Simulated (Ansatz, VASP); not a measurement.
## Two plane-wave programs on Si

```
Si
1.0
     3.86771    0.00000    0.00000
     0.00000    3.86771    0.00000
     0.00000    0.00000   18.10232
Si
4
Direct
  0.00000 0.50000 0.38669
  0.00000 0.00000 0.46223
  0.50000 0.00000 0.53975
  0.50000 0.50000 0.61384
```

Alike in both runs: functional PBE; k mesh 7 × 7 × 1; occupations gaussian, width 0.05 eV; no spin polarisation.

Ansatz relaxed the structure, and its values are those at the end. VASP's run is a single point on that final structure, the one shown.

|  | VASP | Ansatz |
| --- | --- | --- |
| version | VASP 6.6.1 | Ansatz 0.2.0 |
| potentials or method | VASP PAW PBE potentials, release 64 (Si) | scalar-relativistic, plane waves, PAW |
| plane-wave cutoff (eV) | 520 | 420 |
| valence electrons in the cell | 16 | 16 |

```csv
,VASP,Ansatz,Ansatz less VASP
gap on the k mesh at the Fermi level (eV),none,none,-
rms of the force components (eV/Å),0.064,0.063,-0.0009
"work function, face that differs most (eV)",5.24,5.35,+0.111
```

A gap of «none» marks a metal or a gap that the smearing closes.
